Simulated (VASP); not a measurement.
Data:

```
Ti
1.0
    1.43226    -2.48075     0.00000
    1.43226     2.48075     0.00000
    0.00000     0.00000     4.52182
Ti
2
Direct
  0.33333   0.66667   0.25000
  0.66667   0.33333   0.75000
```

Method: LDA (Ceperley-Alder, Perdew-Zunger), VASP's LDA PAW potentials (set 64) (plane waves; VASP 6.6.1). Settings: 500 eV cut-off, 15×15×8 Γ-centred mesh, first-order Methfessel-Paxton smearing of 0.10 eV, potentials Ti_sv.

Energy and stress use the plane-wave basis of the starting cell.

Question: The ions, cell shape and volume at an external pressure of 5.0 GPa are relaxed. What does this cell relax into?

Answer: 
```
Ti
1.0
    1.41393    -2.44900     0.00000
    1.41393     2.44900     0.00000
    0.00000     0.00000     4.47105
Ti
2
Direct
  0.33333   0.66667   0.25000
  0.66667   0.33333   0.75000
```
Space group P6_3/mmc (194), at a tolerance of 0.03 Å.

Question: How do energy and volume change from the first to the last step?

Answer: The energy (σ→0) changes by +9.0 meV/atom and the volume by -3.6 %, in 5 ionic steps.

The compound is Ti in the hcp structure. This run relaxes it under an external pressure of 5 GPa. Symmetry was kept, so distortions that lower it aren't found.
